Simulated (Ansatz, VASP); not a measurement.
# Cross-check of WSe2 between VASP and Ansatz, part 2 of 2

Wanted: the spread between two codes on one cell, functional and k mesh. The cell is taken from a series of runs on this material, whose earlier steps may have relaxed, scaled, displaced or heated it; both programs get it as it stands.

VASP 6.6.1 and Ansatz 0.2.0.

So far: The starting structure; VASP: zone-centre phonons, LDA.

## Step 2: VASP: zone-centre phonons, LDA (continued)

Level of this step: LDA, no spin polarisation; plane waves and PAW (W, Se) (VASP).

Numbers of over 12 decimals in the logs are rounded to 6 here.

Parts of OUTCAR (step 2):

```text
ion  position               nearest neighbor table
   1  0.333  0.667  0.250-   4 2.51   6 2.51   4 2.51   6 2.51   4 2.51   6 2.51
   2  0.667  0.333  0.750-   3 2.51   5 2.51   3 2.51   5 2.51   3 2.51   5 2.51
   3  0.333  0.667  0.618-   2 2.51   2 2.51   2 2.51
   4  0.667  0.333  0.118-   1 2.51   1 2.51   1 2.51
   5  0.333  0.667  0.882-   2 2.51   2 2.51   2 2.51
   6  0.667  0.333  0.382-   1 2.51   1 2.51   1 2.51

  LATTYP: Found a hexagonal cell.
 ALAT       =     3.2429723270
 C/A-ratio  =     3.9108737816

 Subroutine GETGRP returns: Found 24 space group operations
 (whereof 12 operations were pure point group operations)

The static configuration has the point symmetry D_3d.
 The point group associated with its full space group is D_6h.

 Found     24 irreducible k-points:

   k-points           NKPTS =     24   k-points in BZ     NKDIM =     24   number of bands    NBANDS=     24

   dimension x,y,z NGX =    28 NGY =   28 NGZ =  108
   dimension x,y,z NGXF=    56 NGYF=   56 NGZF=  216

   ENCUT  =  600.0 eV  44.10 Ry    6.64 a.u.   6.48  6.48 25.33*2*pi/ulx,y,z

   NELECT =      36.0000    total number of electrons

 k-points in reciprocal lattice and weights: Automatic mesh
   0.00000000  0.00000000  0.00000000       0.006
   0.11111111  0.00000000  0.00000000       0.037
   0.22222222 -0.00000000  0.00000000       0.037
   0.33333333  0.00000000  0.00000000       0.037
   0.44444444 -0.00000000  0.00000000       0.037
   0.11111111  0.11111111  0.00000000       0.037
   0.22222222  0.11111111  0.00000000       0.074
   0.33333333  0.11111111  0.00000000       0.074
   0.44444444  0.11111111  0.00000000       0.037
[...]
0.33333333  0.22222222  0.50000000       0.074
   0.33333333  0.33333333  0.50000000       0.012

 average (electrostatic) potential at core
       1 -40.3558       2 -40.3558       3 -58.7555       4 -58.7555       5 -58.7555
       6 -58.7555

  Total        0.5530464      0.5530464      0.6598376      0.0000000      0.0000000      0.0000000
  in kB        7.6707531      7.6707531      9.1519467      0.0000000      0.0000000      0.0000000
  external PRESSURE =       8.1644843 kB  Pullay stress =       0.0000000 kB

  energy-cutoff  :      600.00
  volume of cell :      115.51
      direct lattice vectors                 reciprocal lattice vectors
     3.242972327  0.000000000  0.000000000     0.308359091  0.178031204  0.000000000
    -1.621486163  2.808496419  0.000000000     0.000000000  0.356062409  0.000000000
     0.000000000  0.000000000 12.682855448     0.000000000  0.000000000  0.078846598

 POSITION                                       TOTAL-FORCE (eV/Angst)
[...]
1.62149      0.93617      9.51214         0.000000      0.000000     -0.000000
     -0.00000      1.87233      7.84424         0.000000     -0.000000     -0.023350
      1.62149      0.93617      1.50282        -0.000000      0.000000     -0.023350
     -0.00000      1.87233     11.18004         0.000000      0.000000      0.023350
      1.62149      0.93617      4.83861        -0.000000      0.000000      0.023350
 -----------------------------------------------------------------------------------
    total drift:                               -0.000000      0.000000     -0.000000

 Eigenvectors and eigenvalues of the dynamical matrix
 ----------------------------------------------------

   1 f  =    9.383375 THz    58.957484 2PiTHz  312.995698 cm-1    38.806503 meV
             X         Y         Z           dx          dy          dz
     -0.000000  1.872331  3.170714     0.000000   -0.000000   -0.474680
      1.621486  0.936165  9.512142     0.000000   -0.000000    0.474680
     -0.000000  1.872331  7.844243    -0.000000    0.000000   -0.370594
      1.621486  0.936165  1.502815    -0.000000    0.000000    0.370594
     -0.000000  1.872331 11.180040    -0.000000    0.000000   -0.370594
      1.621486  0.936165  4.838612    -0.000000    0.000000    0.370594

   2 f  =    9.279834 THz    58.306919 2PiTHz  309.541956 cm-1    38.378294 meV
             X         Y         Z           dx          dy          dz
     -0.000000  1.872331  3.170714    -0.000000    0.000000    0.480653
      1.621486  0.936165  9.512142     0.000000   -0.000000    0.480653
     -0.000000  1.872331  7.844243    -0.000000    0.000000   -0.366724
      1.621486  0.936165  1.502815     0.000000   -0.000000   -0.366724
     -0.000000  1.872331 11.180040    -0.000000    0.000000   -0.366724
      1.621486  0.936165  4.838612     0.000000   -0.000000   -0.366724

   3 f  =    7.709502 THz    48.440227 2PiTHz  257.161292 cm-1    31.883922 meV
             X         Y         Z           dx          dy          dz
     -0.000000  1.872331  3.170714    -0.000000    0.000000   -0.000000
      1.621486  0.936165  9.512142     0.000000   -0.000000   -0.000000
     -0.000000  1.872331  7.844243    -0.000000    0.000000   -0.500000
      1.621486  0.936165  1.502815     0.000000   -0.000000   -0.500000
     -0.000000  1.872331 11.180040    -0.000000    0.000000    0.500000
      1.621486  0.936165  4.838612     0.000000   -0.000000    0.500000

   4 f  =    7.601888 THz    47.764069 2PiTHz  253.571680 cm-1    31.438867 meV
             X         Y         Z           dx          dy          dz
     -0.000000  1.872331  3.170714    -0.000000    0.000000   -0.000000
      1.621486  0.936165  9.512142    -0.000000   -0.000000    0.000000
     -0.000000  1.872331  7.844243     0.000000    0.000000    0.500000
      1.621486  0.936165  1.502815     0.000000   -0.000000   -0.500000
     -0.000000  1.872331 11.180040     0.000000    0.000000   -0.500000
      1.621486  0.936165  4.838612     0.000000   -0.000000    0.500000

   5 f  =    7.501275 THz    47.131898 2PiTHz  250.215588 cm-1    31.022765 meV
             X         Y         Z           dx          dy          dz
     -0.000000  1.872331  3.170714    -0.000004    0.480642    0.000000
      1.621486  0.936165  9.512142    -0.000004    0.480642    0.000000
     -0.000000  1.872331  7.844243     0.000003   -0.366731   -0.000000
      1.621486  0.936165  1.502815     0.000003   -0.366731    0.000000
     -0.000000  1.872331 11.180040     0.000003   -0.366731    0.000000
      1.621486  0.936165  4.838612     0.000003   -0.366731   -0.000000

   6 f  =    7.501275 THz    47.131898 2PiTHz  250.215588 cm-1    31.022765 meV
             X         Y         Z           dx          dy          dz
     -0.000000  1.872331  3.170714     0.480642    0.000004    0.000000
      1.621486  0.936165  9.512142     0.480642    0.000004    0.000000
     -0.000000  1.872331  7.844243    -0.366731   -0.000003    0.000000
      1.621486  0.936165  1.502815    -0.366731   -0.000003   -0.000000
     -0.000000  1.872331 11.180040    -0.366731   -0.000003   -0.000000
      1.621486  0.936165  4.838612    -0.366731   -0.000003    0.000000

   7 f  =    7.494232 THz    47.087648 2PiTHz  249.980668 cm-1    30.993639 meV
             X         Y         Z           dx          dy          dz
     -0.000000  1.872331  3.170714    -0.000002    0.479508   -0.000000
      1.621486  0.936165  9.512142     0.000002   -0.479508   -0.000000
     -0.000000  1.872331  7.844243    -0.000002    0.367473   -0.000000
      1.621486  0.936165  1.502815     0.000002   -0.367473    0.000000
     -0.000000  1.872331 11.180040    -0.000002    0.367473    0.000000
      1.621486  0.936165  4.838612     0.000002   -0.367473   -0.000000

   8 f  =    7.494232 THz    47.087648 2PiTHz  249.980668 cm-1    30.993639 meV
             X         Y         Z           dx          dy          dz
     -0.000000  1.872331  3.170714    -0.479508   -0.000002   -0.000000
      1.621486  0.936165  9.512142     0.479508    0.000002    0.000000
     -0.000000  1.872331  7.844243    -0.367473   -0.000002    0.000000
      1.621486  0.936165  1.502815     0.367473    0.000002    0.000000
     -0.000000  1.872331 11.180040    -0.367473   -0.000002   -0.000000
      1.621486  0.936165  4.838612     0.367473    0.000002   -0.000000

   9 f  =    5.352386 THz    33.630036 2PiTHz  178.536394 cm-1    22.135682 meV
             X         Y         Z           dx          dy          dz
     -0.000000  1.872331  3.170714     0.000000   -0.000000   -0.000000
      1.621486  0.936165  9.512142     0.000000    0.000000    0.000000
     -0.000000  1.872331  7.844243    -0.000000   -0.500000    0.000000
      1.621486  0.936165  1.502815    -0.000000   -0.500000   -0.000000
     -0.000000  1.872331 11.180040     0.000000    0.500000    0.000000
      1.621486  0.936165  4.838612     0.000000    0.500000    0.000000

  10 f  =    5.352386 THz    33.630036 2PiTHz  178.536394 cm-1    22.135682 meV
             X         Y         Z           dx          dy          dz
     -0.000000  1.872331  3.170714    -0.000000    0.000000    0.000000
      1.621486  0.936165  9.512142     0.000000    0.000000    0.000000
     -0.000000  1.872331  7.844243     0.500000   -0.000000    0.000000
      1.621486  0.936165  1.502815     0.500000   -0.000000   -0.000000
     -0.000000  1.872331 11.180040    -0.500000    0.000000   -0.000000
      1.621486  0.936165  4.838612    -0.500000    0.000000    0.000000

  11 f  =    5.280905 THz    33.180906 2PiTHz  176.152037 cm-1    21.840059 meV
             X         Y         Z           dx          dy          dz
     -0.000000  1.872331  3.170714     0.000000   -0.000000   -0.000000
      1.621486  0.936165  9.512142    -0.000000   -0.000000   -0.000000
     -0.000000  1.872331  7.844243     0.000000    0.500000   -0.000000
      1.621486  0.936165  1.502815    -0.000000   -0.500000   -0.000000
     -0.000000  1.872331 11.180040    -0.000000   -0.500000   -0.000000
      1.621486  0.936165  4.838612     0.000000    0.500000    0.000000

  12 f  =    5.280905 THz    33.180906 2PiTHz  176.152037 cm-1    21.840059 meV
             X         Y         Z           dx          dy          dz
     -0.000000  1.872331  3.170714    -0.000000   -0.000000    0.000000
      1.621486  0.936165  9.512142    -0.000000    0.000000    0.000000
     -0.000000  1.872331  7.844243    -0.500000    0.000000   -0.000000
      1.621486  0.936165  1.502815     0.500000   -0.000000   -0.000000
     -0.000000  1.872331 11.180040     0.500000   -0.000000    0.000000
      1.621486  0.936165  4.838612    -0.500000    0.000000    0.000000

  13 f  =    1.298614 THz     8.159432 2PiTHz   43.317097 cm-1     5.370633 meV
             X         Y         Z           dx          dy          dz
     -0.000000  1.872331  3.170714    -0.000000    0.000000    0.524099
      1.621486  0.936165  9.512142     0.000000   -0.000000   -0.524099
     -0.000000  1.872331  7.844243     0.000000   -0.000000   -0.335649
      1.621486  0.936165  1.502815    -0.000000    0.000000    0.335649
     -0.000000  1.872331 11.180040     0.000000   -0.000000   -0.335649
      1.621486  0.936165  4.838612    -0.000000    0.000000    0.335649
    [... 43 further lines ...]
     -0.000000  1.872331 11.180040    -0.312959   -0.132533   -0.000000
      1.621486  0.936165  4.838612    -0.312959   -0.132533   -0.000000

 ELASTIC MODULI CONTR FROM IONIC RELAXATION (kBar)
 Direction    XX          YY          ZZ          XY          YZ          ZX
 --------------------------------------------------------------------------------
 XX        -485.8417   -299.4624   -985.6253      0.0000     -0.0000     -0.0000
 YY        -299.4624   -485.8417   -985.6253     -0.0000     -0.0000      0.0000
 ZZ        -985.6253   -985.6253  -2474.0917      0.0000      0.0000     -0.0000
 XY           0.0000     -0.0000      0.0000    -93.1897      0.0000     -0.0000
 YZ           0.0000      0.0000      0.0000      0.0000  -1266.4508     -0.0000
 ZX          -0.0000      0.0000     -0.0000      0.0000     -0.0000  -1110.3601
 --------------------------------------------------------------------------------
```

This run has no spin polarisation, so a moment on W, if there is one, isn't seen. The data set W keeps the semicore shell frozen, which is cheaper and a little less accurate.

## Step 3: Ansatz: zone-centre phonons, LDA

Ansatz runs on its PAW soft_1 files.

The same cell, functional (in two slightly different forms) and mesh now go to Ansatz, which takes its cutoff from its data sets.

The input, input.yaml:

```yaml
crystal:
  lattice:
    - [3.242972327, 0.0, 0.0]
    - [-1.6214861635, 2.808496419, 0.0]
    - [0.0, 0.0, 12.6828554482]
  atoms:
    - { symbol: W, position: [0.3333333333, 0.6666666667, 0.25] }
    - { symbol: W, position: [0.6666666667, 0.3333333333, 0.75] }
    - { symbol: Se, position: [0.3333333333, 0.6666666667, 0.6184918835] }
    - { symbol: Se, position: [0.6666666667, 0.3333333333, 0.1184918835] }
    - { symbol: Se, position: [0.3333333333, 0.6666666667, 0.8815081165] }
    - { symbol: Se, position: [0.6666666667, 0.3333333333, 0.3815081165] }
kpoints:
  mp_grid: { grid: [9, 9, 2] }
hamiltonian:
  xc: lda
  pseudopotentials: { kind: paw, azcp: { folder: soft_1 }, xc_functional: pbe }
scf:
  occupations: { method: fixed }
output:
  eigenvalues: true
phonons:
  method: dfpt
```

The run is started by

```bash
> ansatz run input.yaml --threads 8 --pin off --max-ram 15360MiB --backend cpu --events-out ev --progress --plain --runs-dir out
```

The program printed:

```text
Engine: ansatz 0.2.0, aarch64-unknown-linux-gnu
Pseudopotentials: kind: paw
Pseudopotential: W, paw, valence charge 14, recommended cutoff 420 eV (normal), soft_1/W.paw.azcp
Pseudopotential: Se, paw, valence charge 16, recommended cutoff 420 eV (normal), soft_1/Se.paw.azcp
Functional definition: SPW92
  exchange = slater_x
  correlation = pw_c
Crystal: 6 atoms, lattice volume = 115.514 Å³
Basis set: ecut = 420 eV, 2299 PW (Γ), exchange–correlation on 48×48×180 points (8 copies of the dense FFT grid, shifted against one another)
Bands: 56, of which v1, the nominal top of the filled ones, is band 46 counted from 1 (45 counted from 0)
Symmetry: 24 space group operations
k-points: 50 of 162 (irreducible under 2 space group operations, time reversal used)
Non-local potential: W, projectors of the file, l = 0: 3, l = 1: 2, l = 2: 2, l = 3: 1
Non-local potential: Se, projectors of the file, l = 0: 2, l = 1: 2, l = 2: 3, l = 3: 1
PAW form: soft (Blöchl's): semilocal exchange-correlation on the pseudo side does not see the compensation charge
PAW frozen core: W, regenerated for the run's functional, and the local potential with it (the file was generated under x = pbe(κ = 0.804, μ = 0.219515), c = pbe(β = 0.066725))
PAW frozen core: Se, regenerated for the run's functional, and the local potential with it (the file was generated under x = pbe(κ = 0.804, μ = 0.219515), c = pbe(β = 0.066725))
PAW one-centre angular grid: W, 590 points (default); XC on 64 Gauss nodes
PAW one-centre angular grid: Se, 590 points (default); XC on 64 Gauss nodes
Initial density: superposition of atomic densities (chi_scale 0.1, normalization cell, long waves kept (reshape's long-wave potential 0.03 eV rms))
Initial wavefunctions: pseudopotential atomic-orbital guess
Functional: x = slater, c = lda
SCF iter   1: F=—  HF=-41799.402326 eV  |F-HF|=—  |Δ(HF+E_count)|=         —  Δρ=3.82e-2  dr2=6.67e0  ethr=3.10e-3  ⟨swp⟩=4.8  Hψ=8624  notcnv=0  defer=295
preconditioner: auto → Resta (q_TF=auto, 2.627 Å⁻¹)  ε∞=6.1  [insulator: Δε(μ)=0.872 eV  Ē_g=9.163 eV  n_scr=40 (ndim 8)  ℏωp=20.7 eV  f_vac=0.012  ε∞_Penn≈6.1]
SCF iter   2: F=—  HF=-41798.363994 eV  |F-HF|=—  |Δ(HF+E_count)|=    1.04e0  Δρ=2.29e-2  dr2=8.39e-1  ethr=3.10e-3  ⟨swp⟩=2.1  Hψ=3830  notcnv=0  defer=255
SCF iter   3: F=—  HF=-41798.133288 eV  |F-HF|=—  |Δ(HF+E_count)|=   2.31e-1  Δρ=8.90e-3  dr2=2.48e-1  ethr=9.12e-4  ⟨swp⟩=2.0  Hψ=3527  notcnv=0  defer=366
SCF iter   4: F=—  HF=-41798.075047 eV  |F-HF|=—  |Δ(HF+E_count)|=   5.82e-2  Δρ=2.25e-3  dr2=7.30e-3  ethr=2.69e-4  ⟨swp⟩=2.0  Hψ=3497  notcnv=0  defer=373
SCF iter   5: F=—  HF=-41798.073536 eV  |F-HF|=—  |Δ(HF+E_count)|=   1.51e-3  Δρ=1.00e-3  dr2=1.62e-3  ethr=7.93e-6  ⟨swp⟩=2.0  Hψ=5055  notcnv=0  defer=398
SCF iter   6: F=—  HF=-41798.073347 eV  |F-HF|=—  |Δ(HF+E_count)|=   1.89e-4  Δρ=3.14e-4  dr2=1.10e-4  ethr=1.76e-6  ⟨swp⟩=2.0  Hψ=4952  notcnv=0  defer=398
SCF iter   7: F=—  HF=-41798.073377 eV  |F-HF|=—  |Δ(HF+E_count)|=   3.04e-5  Δρ=6.25e-5  dr2=4.27e-6  ethr=1.20e-7  ⟨swp⟩=2.0  Hψ=3507  notcnv=0  defer=140
SCF iter   8: F=—  HF=-41798.073381 eV  |F-HF|=—  |Δ(HF+E_count)|=   3.81e-6  Δρ=2.16e-5  dr2=4.57e-7  ethr=4.64e-9  ⟨swp⟩=2.6  Hψ=4465  notcnv=0  defer=124
SCF iter   9: F=—  HF=-41798.073381 eV  |F-HF|=—  |Δ(HF+E_count)|=   2.11e-7  Δρ=5.29e-6  dr2=1.98e-8  ethr=4.97e-10  ⟨swp⟩=2.0  Hψ=3360  notcnv=0  defer=124
SCF iter  10: F=—  HF=-41798.073381 eV  |F-HF|=—  |Δ(HF+E_count)|=   4.08e-9  Δρ=7.46e-7  dr2=5.22e-10  ethr=2.16e-11  ⟨swp⟩=2.1  Hψ=3486  notcnv=0  defer=124
SCF iter  11: F=-41798.073381 eV  HF=-41798.073381 eV  |F-HF|=0.00e0  |Δ(HF+E_count)|=  5.09e-11  Δρ=1.88e-7  dr2=2.93e-11  ethr=1.00e-12  ⟨swp⟩=13.1  Hψ=16323  notcnv=0
SCF 1 converged in 11 iterations: F = -41798.073381 eV  dr2 = 2.93e-11
  greatest PAW one-centre occupation: 1.000 electrons in one spin orbital (limit 2), on the Se atom at site 5 (counted from 0), in its partial waves of l = 2
DFPT response loops at Γ: preconditioner auto → Resta (q_TF=auto, 2.627 Å⁻¹)  ε∞=8.0 (no band partly filled); β = 1.00, the filter's whole step (`scf.mixing.beta` (0.50) is not read by the response loops at its default; to damp them type it under 1.00, their step now; it binds the ground state too); Broyden in place of MSR1
SCF converged after 11 iterations
Free energy (F): -41798.073381 eV
Harris-Foulkes:  -41798.073381 eV  (|F-HF|=0.00e0)
Internal energy: -41798.073381 eV  (E = F + TS)
E sigma→0 (E₀):  -41798.073381 eV
Fermi energy:    13.190475 eV
--- Per-component energies (eV) ---
  E_band       = -1673.755425
  E_kinetic    = 1297.860245
  E_local      = -11767.681163  (includes V_loc(G=0)·N_el)
  E_nonlocal   = -1439.772490
  E_hartree    = 6089.195559
  E_xc         = -875.047490
  E_vxc        = -830.871488  (∫ρ·V_xc dr)
  E_paw        = -24832.233060  (= ΣΔE_a)
  E_vpaw       = -1111.680622  (= ΣTr[D̂ρ^β])
  E_aug_tail   = -0.001199  (compensation charges beyond the density's cutoff)
  E_ewald      = -10279.829721
  E_core_change = 9.435938  (= ΣΔE_core)
  E_smearing   = -0.000000  (= −TS)
  E_closure    = 0.000000  (closes the sum)
  Σ components = -41798.073381   (vs F -41798.073381, Δ=0.00e0)
--- Band table (eV; the first three rows and the last of 50) ---
  k-point 0: bands = [... 42 lower, 11.6890, 11.8631, 12.2454, 13.1905, 15.8980, 15.8980, 15.9634, 15.9634, ... 6 higher]
  k-point 1: bands = [... 42 lower, 11.6537, 11.6537, 12.9756, 12.9756, 15.9008, 15.9008, 15.9008, 15.9008, ... 6 higher]
  k-point 2: bands = [... 42 lower, 11.5516, 11.9206, 12.4117, 12.8494, 15.3742, 15.5700, 15.7017, 15.7032, ... 6 higher]
  k-point 49: bands = [... 42 lower, 11.0583, 11.0583, 12.1509, 12.1509, 14.6396, 14.6396, 15.6859, 15.6859, ... 6 higher]
--- Phonons (Γ-DFPT): 4 representative perturbations + reference, on 50 of 162 k-points (Σ response iterations 14) ---
  k mesh reduced under 2 symmetry operations, with k and −k counted as one. Each operation leaves every solved perturbation unchanged. A smaller set is not used because it would not reduce the number of displacements times k-points to solve
  ASR residual: 3.967e-5 → 0.000e0 eV/Å²; symmetrization residual: 4.777e-5 eV/Å²
  ASR residual per site (eV/Å²): 3.97e-5 3.97e-5 2.56e-5 2.56e-5 2.56e-5 2.56e-5
  Γ frequencies (cm⁻¹): 0.00 0.00 0.00 27.20 27.20 43.33 175.34 175.34 177.36 177.36 249.05 249.05 249.29 249.29 250.39 254.29 308.51 311.38
  non-analytic LO–TO correction: not included (Born effective charges unavailable; polar crystals: no LO–TO splitting at Γ)
```

## Step 4: Side by side

Known differences besides the potentials themselves: the two LDA forms differ slightly; fixed occupations in Ansatz, narrow Gaussian smearing in VASP; the data sets hold 92 valence electrons in Ansatz (on its PAW soft_1 files) and 36 in VASP; the cutoff is 420 eV in Ansatz and 600 eV in VASP; VASP's log shows a relativistic correction to its local exchange, Ansatz's none. Total energies have different zeros and are not compared.

The two programs side by side:

```csv
quantity,Ansatz,VASP,difference
optical mode 1 to 2 (cm⁻¹),27.2,27.6,-0.4
optical mode 3 (cm⁻¹),43.3,43.3,0.0
optical mode 4 to 5 (cm⁻¹),175.3,176.2,-0.46 %
optical mode 6 to 7 (cm⁻¹),177.4,178.5,-0.66 %
optical mode 8 to 9 (cm⁻¹),249.1,250.0,-0.37 %
optical mode 10 to 11 (cm⁻¹),249.3,250.2,-0.37 %
optical mode 12 (cm⁻¹),250.4,253.6,-1.25 %
optical mode 13 (cm⁻¹),254.3,257.2,-1.12 %
optical mode 14 (cm⁻¹),308.5,309.5,-0.33 %
optical mode 15 (cm⁻¹),311.4,313.0,-0.52 %
```

Modes are paired by rising frequency, not by their patterns, so a pair may set unlike modes beside each other; they are those without the splitting of longitudinal modes.

## Step 5: Summary of results

```
r.m.s. difference of the optical zone-centre modes, each program's sorted by frequency (zone-centre phonons, LDA) : 1.4 cm⁻¹
difference in optical mode 12 (zone-centre phonons, LDA)                                                          : -1.3 %
```

In words: The r.m.s. difference of the optical zone-centre modes, each program's sorted by frequency is 1.4 cm⁻¹ (zone-centre phonons, LDA). The data sets hold unlike numbers of valence electrons (92 in Ansatz and 36 in VASP), so part of the differences comes from the potentials. Among the rows given in per cent, the largest difference of the zone-centre phonons, LDA pair is in optical mode 12, -1.3 %. Such differences can come from data sets, numerical settings and the points named under the comparisons, not from the functional's error against experiment.

[Lines on the potential files, build, host, timing and source positions are cut from VASP's logs without a mark.]

[Logs are printed without paths, hosts, clocks, repeated set-up lines and the standing remarks that a program may print on its own settings, such as how far it seeks lower states.]

[Hosts, paths, dates, database ids (printed as entryN), source tags and the programs' standing remarks are cut or masked in the printed files.]
